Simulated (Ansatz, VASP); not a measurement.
# Sb (Antimony): VASP beside Ansatz

Aim: how closely do two programs agree when they are given the same cell, functional and k mesh? The structure shown comes from an earlier Ansatz run, which isn't shown and may have moved the atoms alone.

Calculated with Ansatz 0.2.0; plane waves, with VASP 6.6.1 beside it; elastic constants at LDA.

### 1. The starting structure

The structure is trigonal, space group R-3m (No. 166). The conventional cell has a = 4.295 Å, b = 4.295 Å, c = 10.961 Å, α = 90.00°, β = 90.00°, γ = 120.00°. Nearest to Sb lie 3 Sb at 2.91 Å.

### 2. Ansatz: elastic constants, LDA

Ansatz runs on its default PAW (the set named soft_2) files.

Elastic constants are differences of stresses under small strains, so they test the stress and the mesh.

The input, input.yaml:

```yaml
crystal:
  lattice:
    - [2.1472947622, 1.239741209, 3.6538007695]
    - [-2.1472947622, 1.239741209, 3.6538007695]
    - [0.0, -2.4794824179, 3.6538007695]
  atoms:
    - { symbol: Sb, position: [0.235870798, 0.235870798, 0.235870798] }
    - { symbol: Sb, position: [0.764129202, 0.764129202, 0.764129202] }
kpoints:
  mp_grid: { grid: [12, 12, 12] }
hamiltonian:
  xc: lda
scf:
  occupations: { method: methfessel_paxton, width: 0.25 }
output:
  forces: true
  stress: true
  eigenvalues: true
elastic:
  mode: relaxed_ion
  stencil: two_point
  amplitude: 0.01
```

Run with:

```bash
$ ansatz run input.yaml --threads 4 --pin off --max-ram 16384MiB --backend cpu --events-out ev --progress --plain --runs-dir out
```

Numbers of over 12 decimals in the logs are rounded to 6 here.

The program printed:

```text
Engine: ansatz 0.2.0, aarch64-unknown-linux-gnu
Pseudopotentials: kind: paw
Pseudopotential: Sb, paw, valence charge 15, recommended cutoff 420 eV (normal), Sb.paw.azcp
Functional definition: SPW92
  exchange = slater_x
  correlation = pw_c
Crystal: 2 atoms, lattice volume = 58.360 Å³
Basis set: ecut = 420 eV, 1153 PW (Γ)
Bands: 19, of which v1, the nominal top of the filled ones, is band 15 counted from 1 (14 counted from 0)
Symmetry: 12 space group operations
Space group: R-3m (ITA 166), of the structure as read, at distance tolerance 3.9e-5 Å
k-points: 189 of 1728
Non-local potential: Sb, projectors of the file, l = 0: 2, l = 1: 2, l = 2: 2, l = 3: 2
PAW form: soft (Blöchl's): semilocal exchange-correlation on the pseudo side does not see the compensation charge
PAW frozen core: Sb, regenerated for the run's functional, and the local potential with it (the file was generated under x = pbe(κ = 0.804, μ = 0.219515), c = pbe(β = 0.066725))
PAW one-centre angular grid: Sb, 590 points (default); XC on 64 Gauss nodes
Initial density: superposition of atomic densities (neutral atoms: chi_scale 0, normalization atom), corrected by the library's trained network
Initial wavefunctions: pseudopotential atomic-orbital guess
Functional: x = slater, c = lda
SCF iter   1: F=—  HF=-12671.645880 eV  |F-HF|=—  |Δ(HF+E_count)|=         —  Δρ=6.52e-3  dr2=1.05e-2  ethr=1.77e-3  ⟨swp⟩=5.5  Hψ=17406  notcnv=0
preconditioner: auto → Kerker (q_TF=auto, 2.442 Å⁻¹)  [metal: Δε(μ)=0.130 eV  Ē_g=8.815 eV  σ=0.250 eV  W_gap=0.41  n_scr=14 (ndim 8)  ℏωp=15.4 eV  f_vac=0.001  D(μ)=0.19/eV (n_scr^D=0)]
SCF iter   2: F=—  HF=-12671.640962 eV  |F-HF|=—  |Δ(HF+E_count)|=   4.92e-3  S|Δr|=    0.00e0  Δρ=3.68e-3  dr2=3.44e-3  ethr=3.50e-5  ⟨swp⟩=1.8  Hψ=5759  notcnv=0
SCF iter   3: F=—  HF=-12671.639694 eV  |F-HF|=—  |Δ(HF+E_count)|=   1.27e-3  S|Δr|=    0.00e0  Δρ=5.43e-4  dr2=2.10e-4  ethr=1.15e-5  ⟨swp⟩=2.0  Hψ=5481  notcnv=0
SCF iter   4: F=—  HF=-12671.639616 eV  |F-HF|=—  |Δ(HF+E_count)|=   7.77e-5  S|Δr|=    0.00e0  Δρ=2.87e-4  dr2=3.08e-5  ethr=7.01e-7  ⟨swp⟩=2.0  Hψ=6431  notcnv=0
SCF iter   5: F=—  HF=-12671.639597 eV  |F-HF|=—  |Δ(HF+E_count)|=   1.91e-5  S|Δr|=    0.00e0  Δρ=9.49e-5  dr2=5.39e-6  ethr=1.03e-7  ⟨swp⟩=2.0  Hψ=5687  notcnv=0
SCF iter   6: F=—  HF=-12671.639596 eV  |F-HF|=—  |Δ(HF+E_count)|=   3.84e-7  S|Δr|=    0.00e0  Δρ=1.89e-5  dr2=3.59e-7  ethr=1.80e-8  ⟨swp⟩=2.9  Hψ=6527  notcnv=0
SCF iter   7: F=—  HF=-12671.639595 eV  |F-HF|=—  |Δ(HF+E_count)|=   1.02e-6  S|Δr|=    0.00e0  Δρ=8.13e-6  dr2=3.14e-8  ethr=1.20e-9  ⟨swp⟩=2.1  Hψ=4682  notcnv=0
SCF iter   8: F=—  HF=-12671.639595 eV  |F-HF|=—  |Δ(HF+E_count)|=   8.49e-9  S|Δr|=    0.00e0  Δρ=1.65e-6  dr2=1.37e-9  ethr=1.05e-10  ⟨swp⟩=2.0  Hψ=6411  notcnv=0
SCF iter   9: F=—  HF=-12671.639595 eV  |F-HF|=—  |Δ(HF+E_count)|=  4.11e-10  S|Δr|=    0.00e0  Δρ=3.22e-7  dr2=1.45e-10  ethr=4.58e-12  ⟨swp⟩=2.0  Hψ=6423  notcnv=0
SCF iter  10: F=—  HF=-12671.639595 eV  |F-HF|=—  |Δ(HF+E_count)|=  1.82e-11  S|Δr|=    0.00e0  Δρ=8.44e-8  dr2=8.35e-12  ethr=4.83e-13 (applied; sched 1.00e-12)  ⟨swp⟩=2.0  Hψ=4030  notcnv=0
SCF iter  11: F=—  HF=-12671.639595 eV  |F-HF|=—  |Δ(HF+E_count)|=    0.00e0  S|Δr|=    0.00e0  Δρ=2.14e-8  dr2=3.70e-13  ethr=2.78e-14 (applied; sched 1.00e-12)  ⟨swp⟩=2.0  Hψ=4493  notcnv=0
SCF iter  12: F=-12671.639595 eV  HF=-12671.639595 eV  |F-HF|=3.64e-12  |Δ(HF+E_count)|=  1.82e-12  S|Δr|=    0.00e0  Δρ=4.19e-9  dr2=8.67e-15  ethr=1.00e-12  ⟨swp⟩=4.7  Hψ=11273  notcnv=0
SCF 1 converged in 12 iterations: F = -12671.639595 eV  dr2 = 8.67e-15
  greatest PAW one-centre occupation: 0.998 electrons in one spin orbital (limit 2), on the Sb atom at site 1 (counted from 0), in its partial waves of l = 2
relax step   1: F+E_penalty+E_count = -12671.63959533 eV  Δ(F+E_penalty+E_count) = +0.000e0 eV  max|allowed force component| = 2.777e-3 eV/Å  Δτ_max = 0.0000 Å  (12 SCF iters, accepted)
[...]
relax step   2: F+E_penalty+E_count = -12671.63878092 eV  Δ(F+E_penalty+E_count) = -3.361e-4 eV  max|allowed force component| = 2.921e-3 eV/Å  Δτ_max = 0.0104 Å  (9 SCF iters, accepted)
[...]
relax step   3: F+E_penalty+E_count = -12671.63878322 eV  Δ(F+E_penalty+E_count) = -2.305e-6 eV  max|allowed force component| = 3.459e-4 eV/Å  Δτ_max = 0.0008 Å  (7 SCF iters, accepted)
[...]
relax step   4: F+E_penalty+E_count = -12671.63878324 eV  Δ(F+E_penalty+E_count) = -1.738e-8 eV  max|allowed force component| = 1.231e-5 eV/Å  Δτ_max = 0.0001 Å  (6 SCF iters, accepted)
iter 1 solved again at ethr=1.00e-12 eV; its pass at ethr=3.10e-3 eV (dr2=3.62e-14 eV) is discarded
SCF iter   1: F=—  HF=-12671.638783 eV  |F-HF|=—  |Δ(HF+E_count)|=         —  Δρ=5.96e-9  dr2=2.79e-14  ethr=1.00e-12  ⟨swp⟩=2.2  Hψ=49433  notcnv=0
SCF iter   2: F=-12671.638783 eV  HF=-12671.638783 eV  |F-HF|=0.00e0  |Δ(HF+E_count)|=  7.28e-12  S|Δr|=    0.00e0  Δρ=3.92e-9  dr2=1.46e-14  ethr=1.00e-12  ⟨swp⟩=4.1  Hψ=28796  notcnv=0
SCF 35 converged in 2 iterations: F = -12671.638783 eV  dr2 = 1.46e-14
SCF converged after 10 iterations
Stability not checked: this state was not tested for a lower state beside it, because cold or Methfessel-Paxton smearing, or corrected tetrahedra, fill the levels in a way that the test cannot read (fill_not_monotonic; see scf.lower_state_search)
Free energy (F): -12671.639596 eV
Harris-Foulkes:  -12671.639596 eV  (|F-HF|=0.00e0)
Internal energy: -12671.644174 eV  (E = F + TS)
E sigma→0 (E₀):  -12671.640741 eV
Entropy (-TS):   0.004578 eV (2.289 meV/atom)
Fermi energy:    10.220006 eV
--- Per-component energies (eV) ---
  E_band       = -332.053270
  E_kinetic    = 417.613676
  E_local      = -3142.407265  (includes V_loc(G=0)·N_el)
  E_nonlocal   = 732.725362
  E_hartree    = 1422.911135
  E_xc         = -276.438578
  E_vxc        = -195.550898  (∫ρ·V_xc dr)
  E_paw        = -8853.044418  (= ΣΔE_a)
  E_vpaw       = -990.256410  (= ΣTr[D̂ρ^β])
  E_aug_tail   = -0.000004  (compensation charges beyond the density's cutoff)
  E_ewald      = -2974.121729
  E_core_change = 1.117647  (= ΣΔE_core)
  E_smearing   = 0.004578  (= −TS)
  E_closure    = -0.000000  (closes the sum)
  Σ components = -12671.639596   (vs F -12671.639596, Δ=0.00e0)
--- Forces (eV/Å), atoms counted from 1 ---
  atom   1  Sb    -0.00000000     0.00000000    -0.00000218
  atom   2  Sb     0.00000000    -0.00000000     0.00000218
  max |Σ_I F_I| component: 9.25e-18 eV/Å
--- Stress (GPa, compression-positive) ---
        0.009162      -0.000000       0.000000
        0.000000       0.009162      -0.000000
        0.000000      -0.000000      -0.000880
  P = ⅓ Tr σ = 0.0058 GPa (0.058 kbar)
--- Band table (eV; the first three rows and the last of 189) ---
  k-point 0: bands = [... 11 lower, 5.4846, 8.2537, 8.3889, 8.3889, 12.5978, 13.0859, 13.0859, 15.3018]
  k-point 1: bands = [... 11 lower, 5.0966, 8.2760, 8.3806, 8.5799, 12.5028, 12.8583, 12.8587, 14.9876]
  k-point 2: bands = [... 11 lower, 4.2118, 8.2972, 8.3656, 8.9514, 12.1278, 12.2960, 12.3178, 14.8317]
  k-point 188: bands = [... 11 lower, 0.9611, 8.9656, 8.9656, 9.7576, 10.1811, 10.1811, 11.1789, 17.6182]
--- Elastic constants: 3 strain directions × 2 members + reference (group order 12) ---
  dense FFT box of the reference and of every strained cell: 30×30×30
  strains applied: 11, 33, 23; error gains: componentwise 1.00 (the most a stress slope's error grows in a printed constant), spectral 1.41 (1 for all six strains in a standard setting)
  reference relaxed by the batch: 3 steps; max|allowed force component| 2.78e-3 eV/Å at the deck's positions, 2.19e-6 at the last accepted step, 2.18e-6 by the solve of record
  largest displacement 3.1e-4 Å; the constants are those of the deck's cell at these positions:
  atoms:
    - { symbol: Sb, position: [0.235843, 0.235843, 0.235843] }
    - { symbol: Sb, position: [0.764157, 0.764157, 0.764157] }
  C = ∂σ_k/∂η_j (tension-positive GPa; Voigt order 11 22 33 23 13 12):
       105.003     29.484     29.528    -25.766      0.000      0.000
        29.484    105.003     29.528     25.766      0.000      0.000
        29.582     29.582     57.002     -0.000      0.000      0.000
       -25.648     25.648     -0.000     44.984      0.000      0.000
        -0.000      0.000     -0.000      0.000     44.984    -25.648
        -0.000      0.000      0.000     -0.000    -25.766     37.760
  reference stress σ⁰ (GPa):     -0.009     -0.009      0.001      0.000     -0.000     -0.000
  C* (energy form; C + prestress term) asymmetry max|C*_kj − C*_jk| = 1.181e-1 GPa — a small one proves nothing (zero by symmetry where the batch's group is 432, −43m or m−3m); a large one is finite-difference/SCF noise where every solve meets its electron count
  moduli (Voigt/Reuss/Hill, GPa): K = 49.36/45.44/47.40   G = 37.44/23.87/30.65   E = 75.65   ν = 0.234
  mechanically stable: yes (min eigenvalue of sym C = 15.41 GPa)
  strain η (Voigt 11):  stress-route row diagonal C_11 = 105.00 GPa, energy-path curvature d²(F+E_count+ΔE)/dδ²/Ω₀ = 105.22 GPa
         δ    σ_11 (GPa)             F (eV)   n_scf  n_hpsi   n_pw
    -1.000e-2      -1.0647      -12671.6376377       2   85738   1141   relax 5 steps, max|allowed force component| 8.00e-7 eV/Å
     1.000e-2       1.0353      -12671.6377208       2   85569   1171   relax 3 steps, max|allowed force component| 3.54e-5 eV/Å
  strain η (Voigt 33):  stress-route row diagonal C_33 = 57.00 GPa, energy-path curvature d²(F+E_count+ΔE)/dδ²/Ω₀ = 56.99 GPa
         δ    σ_33 (GPa)             F (eV)   n_scf  n_hpsi   n_pw
    -1.000e-2      -0.5942      -12671.6385270       2   33912   1146   relax 3 steps, max|allowed force component| 1.18e-5 eV/Å
     1.000e-2       0.5458      -12671.6385823       2   34064   1167   relax 3 steps, max|allowed force component| 1.77e-5 eV/Å
  strain η (Voigt 23):  stress-route row diagonal C_44 = 44.98 GPa, energy-path curvature d²(F+E_count+ΔE)/dδ²/Ω₀ = 45.08 GPa
         δ    σ_23 (GPa)             F (eV)   n_scf  n_hpsi   n_pw
    -1.000e-2      -0.4569      -12671.6387637       2   85623   1155   relax 7 steps, max|allowed force component| 1.01e-5 eV/Å
     1.000e-2       0.4427      -12671.6387832       2   85845   1157   relax 4 steps, max|allowed force component| 1.23e-5 eV/Å
```

[end of part 1 of 2]

[Lines on the potential files, build, host, timing and source positions are cut from VASP's logs without a mark.]

[Logs are printed without paths, hosts, clocks, repeated set-up lines and the standing remarks that a program may print on its own settings, such as how far it seeks lower states.]

[Hosts, paths, dates, database ids (printed as entryN), source tags and the programs' standing remarks are cut or masked in the printed files.]
